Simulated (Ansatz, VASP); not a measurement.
## Ta: VASP beside Ansatz

One calculation is typed for both programs; each brings its own data sets. How far apart do they land? The structure shown is the end of the Ansatz relaxation below.

Calculated with Ansatz 0.2.0; plane waves, with VASP 6.6.1 beside it; single point at PBEsol.

## Step 1: Starting point

The structure is tetragonal, space group P4_2/mmc (No. 131). Conventional cell: a = 5.272 Å, b = 5.272 Å, c = 5.201 Å, α = 90.00°, β = 90.00°, γ = 90.00°. Nearest to Ta lie 12 Ta at 2.92 to 2.95 Å. Nearest to Ta lie 6 Ta at 2.60 to 2.94 Å. Ta has 6 Ta at 2.63 to 2.95 Å nearest.

## Step 2: Ansatz: relaxation, PBEsol

Ansatz runs on its PAW soft_1 files.

This run makes the geometry at which the two programs are then compared.

The input, input.yaml:

```yaml
crystal:
  lattice:
    - [5.2663560575, 0.0, 0.0]
    - [0.0, 5.2663560575, 0.0]
    - [0.0, 0.0, 5.20069077]
  atoms:
    - { symbol: Ta, position: [0.0, 0.0, 0.0] }
    - { symbol: Ta, position: [0.5, 0.5, 0.5] }
    - { symbol: Ta, position: [0.0, 0.5, 0.25] }
    - { symbol: Ta, position: [0.0, 0.5, 0.75] }
    - { symbol: Ta, position: [0.25, 0.0, 0.5] }
    - { symbol: Ta, position: [0.75, 0.0, 0.5] }
    - { symbol: Ta, position: [0.5, 0.75, 0.0] }
    - { symbol: Ta, position: [0.5, 0.25, 0.0] }
kpoints:
  mp_grid: { grid: [8, 8, 8] }
scf:
  occupations: { method: fermi_dirac, width: 0.05 }
hamiltonian:
  xc: pbesol
  pseudopotentials: { kind: paw, azcp: { folder: soft_1 }, xc_functional: pbe }
basis:
  ecutwfc: 600
output:
  forces: true
  stress: true
  write_density: true
  write_potential: true
  elf: true
  volumetric_format: npy
relax:
  f_tol: 0.005
  max_steps: 70
  cell: { stress_tol: 0.02, p_target: 0, fix: [c, alpha, beta, gamma] }
```

Launch:

```sh
$ ansatz run input.yaml --threads 4 --pin off --max-ram 10240MiB --backend cpu --events-out ev --progress --plain --runs-dir out
```

Numbers of over 12 decimals in the logs are rounded to 6 here.

The program printed:

```text
Engine: ansatz 0.2.0, aarch64-unknown-linux-gnu
Pseudopotentials: kind: paw
Pseudopotential: Ta, paw, valence charge 13, recommended cutoff 420 eV (normal), soft_1/Ta.paw.azcp
Functional definition: PBEsol
  exchange = pbesol_x
  correlation = pbesol_c
Crystal: 8 atoms, lattice volume = 144.239 Å³
Basis set: ecut = 600 eV, 4841 PW (Γ), exchange–correlation on 90×90×90 points (8 copies of the dense FFT grid, shifted against one another)
Bands: 63, of which v1, the nominal top of the filled ones, is band 52 counted from 1 (51 counted from 0)
Symmetry: 16 space group operations
Space group: P42/mmc (ITA 131), of the structure as read, at distance tolerance 5.2e-5 Å
k-points: 75 of 512
Non-local potential: Ta, projectors of the file, l = 0: 3, l = 1: 2, l = 2: 2, l = 3: 1
PAW form: soft (Blöchl's): semilocal exchange-correlation on the pseudo side does not see the compensation charge
PAW frozen core: Ta, regenerated for the run's functional, and the local potential with it (the file was generated under x = pbe(κ = 0.804, μ = 0.219515), c = pbe(β = 0.066725))
PAW one-centre angular grid: Ta, 590 points (default); XC on 64 Gauss nodes
Initial density: superposition of atomic densities (chi_scale 0.1, normalization cell)
Initial wavefunctions: pseudopotential atomic-orbital guess
Functional: x = pbesol(κ = 0.804, μ = 0.123457), c = pbesol(β = 0.046)
SCF iter   1: F=—  HF=-78460.133025 eV  |F-HF|=—  |Δ(HF+E_count)|=         —  Δρ=4.57e-2  dr2=3.05e0  ethr=3.10e-3  ⟨swp⟩=5.6  Hψ=18073  notcnv=0  defer=8
preconditioner: auto → Kerker (q_TF=auto, 2.584 Å⁻¹)  [metal: Δε(μ)=0.019 eV  Ē_g=4.295 eV  σ=0.050 eV  W_gap=0.10  n_scr=32 (ndim 8)  ℏωp=19.6 eV  f_vac=0.000  D(μ)=6.04/eV (n_scr^D=56)]
SCF iter   2: F=—  HF=-78459.329498 eV  |F-HF|=—  |Δ(HF+E_count)|=   8.04e-1  Δρ=2.74e-2  dr2=1.04e0  ethr=2.93e-3  ⟨swp⟩=2.0  Hψ=6004  notcnv=0  defer=135
SCF iter   3: F=—  HF=-78458.931518 eV  |F-HF|=—  |Δ(HF+E_count)|=   3.98e-1  Δρ=2.79e-3  dr2=1.17e-2  ethr=1.00e-3  ⟨swp⟩=2.4  Hψ=8749  notcnv=0  defer=135
SCF iter   4: F=—  HF=-78458.929698 eV  |F-HF|=—  |Δ(HF+E_count)|=   1.82e-3  Δρ=6.33e-4  dr2=3.00e-4  ethr=1.12e-5  ⟨swp⟩=2.0  Hψ=5672  notcnv=0  defer=135
SCF iter   5: F=—  HF=-78458.929680 eV  |F-HF|=—  |Δ(HF+E_count)|=   1.80e-5  Δρ=9.06e-5  dr2=6.42e-6  ethr=2.88e-7  ⟨swp⟩=2.6  Hψ=7588  notcnv=0  defer=135
SCF iter   6: F=—  HF=-78458.929577 eV  |F-HF|=—  |Δ(HF+E_count)|=   1.03e-4  Δρ=1.03e-5  dr2=1.31e-7  ethr=6.17e-9  ⟨swp⟩=2.5  Hψ=8801  notcnv=0  defer=135
SCF iter   7: F=-78458.929577 eV  HF=-78458.929577 eV  |F-HF|=1.79e-9  |Δ(HF+E_count)|=   2.79e-8  Δρ=1.87e-6  dr2=4.64e-9  ethr=9.62e-11  ⟨swp⟩=7.1  Hψ=26303  notcnv=0
SCF 1 converged in 7 iterations: F = -78458.929577 eV  dr2 = 4.64e-9
  greatest PAW one-centre occupation: 0.999 electrons in one spin orbital (limit 2), on the Ta atom at site 1 (counted from 0), in its partial waves of l = 0
relax step   1: F+E_penalty+E_count = -78458.92957654 eV  Δ(F+E_penalty+E_count) = +0.000e0 eV  max|allowed force component| = 7.262e-2 eV/Å  Δτ_max = 0.0000 Å  P = +1.036 GPa  Ω = 144.239 Å³  fix = [c, alpha, beta, gamma]  reactions: c +2.119 GPa  (7 SCF iters, dr2 threshold 1.00e-7 eV, accepted)
[...]
relax step   3: F+E_penalty+E_count = -78458.93044355 eV  Δ(F+E_penalty+E_count) = -8.670e-4 eV  max|allowed force component| = 1.497e-3 eV/Å  Δτ_max = 0.0026 Å  P = +0.559 GPa  Ω = 144.567 Å³  energy of the carried Pulay correction = -9.381e-6 eV  fix = [c, alpha, beta, gamma]  reactions: c +1.670 GPa  (6 SCF iters, accepted)
[...]
relax step   4: F+E_penalty+E_count = -78458.93045352 eV  Δ(F+E_penalty+E_count) = -9.974e-6 eV  max|allowed force component| = 1.497e-3 eV/Å  Δτ_max = 0.0000 Å  P = +0.559 GPa  Ω = 144.567 Å³  fix = [c, alpha, beta, gamma]  reactions: c +1.670 GPa  stress off target by 3.11e-3 GPa on what of the cell is left free  SCF on the basis re-selected at this cell (its energy is not comparable with the rows above)  (8 SCF iters)
basis re-selected at this cell: Δ(F+E_penalty+E_count) = -9.974e-6 eV, ΔP = +0.000 GPa vs the last step (what re-selecting the basis moved, of the pressure what is left beyond the Pulay correction that the steps carried, after the strain that the cell walked since its last selection, with what the two solves' SCF thresholds leave and, on support functions, any second-order correction that the steps lacked; it is no m [...]
SCF converged after 8 iterations
Free energy (F): -78458.930454 eV
Harris-Foulkes:  -78458.930454 eV  (|F-HF|=2.91e-11)
Internal energy: -78458.866426 eV  (E = F + TS)
E sigma→0 (E₀):  -78458.898440 eV
Entropy (-TS):   -0.064027 eV (-8.003 meV/atom)
Fermi energy:    18.350645 eV
--- Per-component energies (eV) ---
  E_band       = -870.513591
  E_kinetic    = 3146.126699
  E_local      = -4454.875266  (includes V_loc(G=0)·N_el)
  E_nonlocal   = -69.056351
  E_hartree    = 1607.570033
  E_xc         = -2550.659209
  E_vxc        = -1867.860708  (∫ρ·V_xc dr)
  E_paw        = -65450.482023  (= ΣΔE_a)
  E_vpaw       = -839.988238  (= ΣTr[D̂ρ^β])
  E_aug_tail   = 0.000206  (compensation charges beyond the density's cutoff)
  E_ewald      = -10689.200216
  E_core_change = 1.709702  (= ΣΔE_core)
  E_smearing   = -0.064027  (= −TS)
  E_closure    = -0.000000  (closes the sum)
  Σ components = -78458.930454   (vs F -78458.930454, Δ=0.00e0)
--- Forces (eV/Å), atoms counted from 1 ---
  atom   1  Ta     0.00000000    -0.00000000     0.00000000
  atom   2  Ta    -0.00000000     0.00000000     0.00000000
  atom   3  Ta     0.00000000     0.00000000     0.00000000
  atom   4  Ta     0.00000000     0.00000000    -0.00000000
  atom   5  Ta    -0.00149693     0.00000000     0.00000000
  atom   6  Ta     0.00149693     0.00000000     0.00000000
  atom   7  Ta     0.00000000    -0.00149693     0.00000000
  atom   8  Ta     0.00000000     0.00149693     0.00000000
  max |Σ_I F_I| component: 2.08e-17 eV/Å
--- Stress (GPa, compression-positive) ---
        0.003110       0.000000       0.000000
        0.000000       0.003110       0.000000
        0.000000       0.000000       1.670289
  P = ⅓ Tr σ = 0.5588 GPa (5.588 kbar)
--- Band table (eV; the first three rows and the last of 75) ---
  k-point 0: bands = [... 48 lower, 17.2530, 17.3822, 17.5087, 17.6278, 18.4133, 18.4469, 19.1806, 19.1806, ... 7 higher]
  k-point 1: bands = [... 48 lower, 17.3772, 17.3772, 17.8406, 18.0075, 18.4180, 18.4745, 19.1544, 19.1544, ... 7 higher]
  k-point 2: bands = [... 48 lower, 17.7415, 17.7415, 18.1463, 18.1470, 18.4705, 18.6213, 19.0531, 19.0531, ... 7 higher]
  k-point 74: bands = [... 48 lower, 17.4446, 17.4446, 18.2172, 18.2172, 18.2374, 18.2374, 18.3485, 18.3485, ... 7 higher]
--- Relaxed structure (3 steps of the walk, 2 accepted, 1 SCFs on fresh bases) ---
  F+E_penalty+E_count = -78458.93045352 eV   max|allowed force component| = 1.497e-3 eV/Å   (the final SCF, on the basis selected at the relaxed cell)
  cell:  # Å, volume = 144.5666 Å³
    - [5.272340, 0.0, 0.0]
    - [0.0, 5.272340, 0.0]
    - [0.0, 0.0, 5.20069077]
  atoms:
    - { symbol: Ta, position: [0, 0, 0.0] }
    - { symbol: Ta, position: [0.5, 0.5, 0.5] }
    - { symbol: Ta, position: [0, 0.5, 0.25] }
    - { symbol: Ta, position: [0, 0.5, 0.75] }
    - { symbol: Ta, position: [0.250493, 0.0, 0.5] }
    - { symbol: Ta, position: [0.749507, 0.0, 0.5] }
    - { symbol: Ta, position: [0.5, 0.750493, 0.0] }
    - { symbol: Ta, position: [0.5, 0.249507, 0.0] }
```

## Step 3: VASP: single point, PBEsol, pair 1

The same cell, functional, mesh and smearing now go to VASP, with its own data sets.

Lines of VASP's logs that name or quote its potential files are left out, and so is its time.

The input, INCAR:

```
SYSTEM = Ta
PREC = Accurate
ENCUT = 500
EDIFF = 1E-06
NELM = 120
ISMEAR = -1
SIGMA = 0.05
LREAL = .FALSE.
ALGO = Normal
GGA = PS
NBANDS = 54
LASPH = .TRUE.
LORBIT = 11
LWAVE = .FALSE.
LCHARG = .FALSE.
ISIF = 2
GGA_COMPAT = .FALSE.
KPAR = 2
```

The input, POSCAR:

```
Ta
1.0
    5.2723398042      0.0000000000      0.0000000000
    0.0000000000      5.2723398042      0.0000000000
    0.0000000000      0.0000000000      5.2006907700
Ta
8
Direct
    0.0000000000      0.0000000000      0.0000000000
    0.5000000000      0.5000000000      0.5000000000
    0.0000000000      0.5000000000      0.2500000000
    0.0000000000      0.5000000000      0.7500000000
    0.2504926235      0.0000000000      0.5000000000
    0.7495073765      0.0000000000      0.5000000000
    0.5000000000      0.7504926235      0.0000000000
    0.5000000000      0.2495073765      0.0000000000
```

The input, KPOINTS:

```
Automatic mesh
0
Gamma
8 8 8
0 0 0
```

PAW data sets: Ta_pv (PBE family, release 64).

Launch:

```sh
$ mpirun -np 2 vasp_std
```

The program printed:

```text
[banner, memory and clock lines left out]
running    2 mpi-ranks, on    1 nodes
 distrk:  each k-point on    1 cores,    2 groups
 distr:  one band on    1 cores,    1 groups

 POSCAR found type information on POSCAR Ta
 POSCAR found :  1 types and       8 ions
|                                                                             |
|               ----> ADVICE to this user running VASP <----                  |
|                                                                             |
|     You enforced a specific xc type in the INCAR file but a different       |
|     [... a line on the potential file left out ...]
|     I HOPE YOU KNOW WHAT YOU ARE DOING!                                     |
|                                                                             |

 LDA part: xc-table for (Slater+PW92), standard interpolation
 POSCAR, INCAR and KPOINTS ok, starting setup
 FFT: planning ... GRIDC
 FFT: planning ... GRID_SOFT
 FFT: planning ... GRID
 WAVECAR not read
 entering main loop
       N       E                     dE             d eps       ncg     rms          rms(c)
DAV:   1     0.915216474530E+03    0.91522E+03   -0.47593E+04  8108   0.166E+03
DAV:   2    -0.561254477468E+02   -0.97134E+03   -0.95132E+03  8670   0.508E+02
DAV:   3    -0.102773962449E+03   -0.46649E+02   -0.44635E+02 10114   0.952E+01
DAV:   4    -0.104278402822E+03   -0.15044E+01   -0.14783E+01  9584   0.148E+01
DAV:   5    -0.104325617760E+03   -0.47215E-01   -0.47074E-01 10096   0.220E+00    0.395E+01
DAV:   6    -0.101117017345E+03    0.32086E+01   -0.36731E+00  9306   0.107E+01    0.193E+01
DAV:   7    -0.100096346190E+03    0.10207E+01   -0.33116E+00  9506   0.992E+00    0.118E+00
DAV:   8    -0.100078168953E+03    0.18177E-01   -0.11845E-01 10026   0.248E+00    0.736E-01
DAV:   9    -0.100070818625E+03    0.73503E-02   -0.23892E-02 10094   0.953E-01    0.237E-01
DAV:  10    -0.100070027001E+03    0.79162E-03   -0.56915E-03 10208   0.475E-01    0.130E-01
DAV:  11    -0.100069958451E+03    0.68550E-04   -0.67583E-04  9732   0.151E-01    0.725E-02
DAV:  12    -0.100069958755E+03   -0.30411E-06   -0.59672E-05 10306   0.500E-02    0.174E-02
DAV:  13    -0.100069955806E+03    0.29483E-05   -0.66254E-06  7846   0.164E-02    0.552E-03
DAV:  14    -0.100069954924E+03    0.88288E-06   -0.10526E-06  5370   0.723E-03
   1 F= -.10006995E+03 E0= -.10003805E+03  d E =-.638116E-01
```

Parts of OUTCAR (step 3):

```text
ion  position               nearest neighbor table
   1  0.000  0.000  0.000-   5 2.92   6 2.92   5 2.92   6 2.92   3 2.94   4 2.94   3 2.94   4 2.94
                             7 2.95   8 2.95   7 2.95   8 2.95
   2  0.500  0.500  0.500-   7 2.92   8 2.92   7 2.92   8 2.92   3 2.94   4 2.94   3 2.94   4 2.94
                             5 2.95   6 2.95   5 2.95   6 2.95
   3  0.000  0.500  0.250-   4 2.60   4 2.60   1 2.94   2 2.94   1 2.94   2 2.94   8 3.22   5 3.22
                             6 3.22   5 3.22   6 3.22   7 3.22   7 3.22   8 3.22
   4  0.000  0.500  0.750-   3 2.60   3 2.60   1 2.94   2 2.94   1 2.94   2 2.94   8 3.22   5 3.22
                             6 3.22   5 3.22   6 3.22   7 3.22   7 3.22   8 3.22
   5  0.250  0.000  0.500-   6 2.63   6 2.64   1 2.92   1 2.92   2 2.95   2 2.95   7 3.20   8 3.20
                             8 3.20   7 3.20   3 3.22   3 3.22   4 3.22   4 3.22
   6  0.750  0.000  0.500-   5 2.63   5 2.64   1 2.92   1 2.92   2 2.95   2 2.95   7 3.20   7 3.20
                             8 3.20   8 3.20   4 3.22   3 3.22   3 3.22   4 3.22
   7  0.500  0.750  0.000-   8 2.63   8 2.64   2 2.92   2 2.92   1 2.95   1 2.95   5 3.20   6 3.20
                             5 3.20   6 3.20   3 3.22   4 3.22   3 3.22   4 3.22
   8  0.500  0.250  0.000-   7 2.63   7 2.64   2 2.92   2 2.92   1 2.95   1 2.95   6 3.20   5 3.20
                             6 3.20   5 3.20   4 3.22   3 3.22   3 3.22   4 3.22

  LATTYP: Found a simple tetragonal cell.
 ALAT       =     5.2723398042
 C/A-ratio  =     0.9864103914

 Subroutine GETGRP returns: Found 16 space group operations
 (whereof  8 operations were pure point group operations)

The static configuration has the point symmetry D_2h.
 The point group associated with its full space group is D_4h.

 Found     75 irreducible k-points:

   k-points           NKPTS =     75   k-points in BZ     NKDIM =     75   number of bands    NBANDS=     54

   dimension x,y,z NGX =    40 NGY =   40 NGZ =   40
   dimension x,y,z NGXF=    80 NGYF=   80 NGZF=   80

   ENCUT  =  500.0 eV  36.75 Ry    6.06 a.u.   9.61  9.61  9.48*2*pi/ulx,y,z

   NELECT =      88.0000    total number of electrons

 k-points in reciprocal lattice and weights: Automatic mesh
   0.00000000  0.00000000  0.00000000       0.002
   0.12500000  0.00000000  0.00000000       0.008
   0.25000000  0.00000000  0.00000000       0.008
   0.37500000  0.00000000  0.00000000       0.008
   0.50000000  0.00000000  0.00000000       0.004
   0.12500000  0.12500000  0.00000000       0.008
   0.25000000  0.12500000  0.00000000       0.016
   0.37500000  0.12500000  0.00000000       0.016
   0.50000000  0.12500000  0.00000000       0.008
[...]
0.50000000  0.37500000  0.50000000       0.008
   0.50000000  0.50000000  0.50000000       0.002

 average (electrostatic) potential at core
       1 -36.3404       2 -36.3404       3 -36.3381       4 -36.3381       5 -36.3513
       6 -36.3513       7 -36.3513       8 -36.3513

 E-fermi :   5.3869

 k-point     1 :       0.0000    0.0000    0.0000
  band No.  band energies     occupation
    ...
     40       4.2899      2.00000
     41       4.2899      2.00000
     42       4.4190      2.00000
     43       4.5438      2.00000
     44       4.6626      2.00000
     45       5.4487      0.45059
     46       5.4820      0.25985
     47       6.2205      0.00000
     48       6.2205      0.00000
     49       6.2383      0.00000
    ...

 k-point     2 :       0.1250    0.0000    0.0000
  band No.  band energies     occupation
    ...
     40       4.1189      2.00000
     41       4.4210      2.00000
     42       4.5375      2.00000
     43       4.8730      1.99993
     44       4.9402      1.99974
     45       5.4740      0.29824
     46       5.5137      0.14667
     47       6.1961      0.00000
     48       6.2077      0.00000
     49       6.3853      0.00000
    ...

 k-point     3 :       0.2500    0.0000    0.0000
  band No.  band energies     occupation
    ...
     40       4.1778      2.00000
     41       4.7674      1.99999
     42       4.8761      1.99993
     43       5.0330      1.99831
     44       5.1416      1.98531
     45       5.5346      0.09911
     46       5.7339      0.00194
     47       6.0929      0.00000
     48       6.0951      0.00000
     49       6.8093      0.00000
    ...

  Total        0.1510061      0.1510061      1.6967680      0.0000000      0.0000000      0.0000000
  in kB        1.6735442      1.6735442     18.8046487      0.0000000      0.0000000      0.0000000
  external PRESSURE =       7.3839124 kB  Pullay stress =       0.0000000 kB

  energy-cutoff  :      500.00
  volume of cell :      144.57
      direct lattice vectors                 reciprocal lattice vectors
     5.272339804  0.000000000  0.000000000     0.189669110  0.000000000  0.000000000
     0.000000000  5.272339804  0.000000000     0.000000000  0.189669110  0.000000000
     0.000000000  0.000000000  5.200690770     0.000000000  0.000000000  0.192282149

 POSITION                                       TOTAL-FORCE (eV/Angst)
 -----------------------------------------------------------------------------------
      0.00000      0.00000      0.00000         0.000000      0.000000     -0.000000
      2.63617      2.63617      2.60035         0.000000      0.000000     -0.000000
      0.00000      2.63617      1.30017        -0.000000      0.000000      0.000000
      0.00000      2.63617      3.90052         0.000000      0.000000      0.000000
      1.32068      0.00000      2.60035        -0.002906      0.000000     -0.000000
      3.95166      0.00000      2.60035         0.002906      0.000000     -0.000000
      2.63617      3.95685      0.00000         0.000000     -0.002906     -0.000000
      2.63617      1.31549      0.00000         0.000000      0.002906      0.000000
 -----------------------------------------------------------------------------------
    total drift:                               -0.000000     -0.000000     -0.000000

  FREE ENERGIE OF THE ION-ELECTRON SYSTEM (eV)
  ---------------------------------------------------
  free  energy   TOTEN  =      -100.0699549236 eV

  energy  without entropy=     -100.0061433305  energy(sigma->0) =     -100.03804913

 total charge
# of ion       s       p       d       tot
------------------------------------------
    1        0.397   6.203   2.328   8.929
    2        0.397   6.203   2.328   8.929
    3        0.375   6.180   2.391   8.946
    4        0.375   6.180   2.391   8.946
    5        0.374   6.184   2.370   8.928
    6        0.374   6.184   2.370   8.928
    7        0.374   6.184   2.370   8.928
    8        0.374   6.184   2.370   8.928
--------------------------------------------------
tot          3.042  49.503  18.917  71.463

[... 3 further parts left out ...]
```

The run ends at a pressure of 0.74 GPa, with forces up to 0.0029 eV/Å.

## Step 4: Side by side

Known differences besides the potentials themselves: the data sets hold 104 valence electrons in Ansatz (on its PAW soft_1 files) and 88 in VASP; the cutoff is 600 eV in Ansatz and 500 eV in VASP; Ansatz makes its cores anew for this functional, VASP keeps those of its PBE data sets; Ansatz's pressure holds a Pulay correction, VASP's none. Total energies have different zeros and are not compared.

Both answers:

| quantity | Ansatz | VASP | difference |
| --- | --- | --- | --- |
| pressure (GPa) | 0.56 | 0.74 | -0.18 |

## Step 5: Ansatz: relaxation, PBEsol

This run makes the geometry at which the two programs are then compared. The cell compared in this pair holds 145.39 Å³, against 144.57 Å³ for the pair before.

The structure compared here is the end of the Ansatz relaxation.

input.yaml, as its differences from that of step 2:

```diff
@@ -2,5 +2,5 @@
   lattice:
-    - [5.2663560575, 0.0, 0.0]
-    - [0.0, 5.2663560575, 0.0]
-    - [0.0, 0.0, 5.20069077]
+    - [5.2400899425, 0.0, 0.0]
+    - [0.0, 5.2400899425, 0.0]
+    - [0.0, 0.0, 5.30575523]
   atoms:
@@ -26,6 +26,2 @@
   stress: true
-  write_density: true
-  write_potential: true
-  elf: true
-  volumetric_format: npy
 relax:
```

Launch:

```sh
$ ansatz run input.yaml --threads 4 --pin off --max-ram 10240MiB --backend cpu --events-out ev --progress --plain --runs-dir out
```

The program printed:

```text
[...]
Crystal: 8 atoms, lattice volume = 145.688 Å³
Basis set: ecut = 600 eV, 4897 PW (Γ), exchange–correlation on 90×90×90 points (8 copies of the dense FFT grid, shifted against one another)
Bands: 63, of which v1, the nominal top of the filled ones, is band 52 counted from 1 (51 counted from 0)
Symmetry: 16 space group operations
[...]
k-points: 75 of 512
[...]
- [5.234660, 0, 0]
    - [0, 5.234660, 0]
    - [0, 0, 5.30575523]
  atoms:
    - { symbol: Ta, position: [0, 0, 0] }
    - { symbol: Ta, position: [0.5, 0.5, 0.500000] }
    - { symbol: Ta, position: [0, 0.5, 0.250000] }
    - { symbol: Ta, position: [0, 0.5, 0.75] }
    - { symbol: Ta, position: [0.249491, 0, 0.500000] }
    - { symbol: Ta, position: [0.750509, 0.0, 0.500000] }
    - { symbol: Ta, position: [0.5, 0.749491, 0] }
    - { symbol: Ta, position: [0.5, 0.250509, 0] }
[key lines of the parts left out:]
SCF converged after 8 iterations
Free energy (F): -78458.930122 eV
Fermi energy:    18.231301 eV
P = ⅓ Tr σ = -0.6004 GPa (-6.004 kbar)
```

[end of part 1 of 2]

[Lines on the potential files, build, host, timing and source positions are cut from VASP's logs without a mark.]

[Logs are printed without paths, hosts, clocks, repeated set-up lines and the standing remarks that a program may print on its own settings, such as how far it seeks lower states.]

[Hosts, paths, dates, database ids (printed as entryN), source tags and the programs' standing remarks are cut or masked in the printed files.]
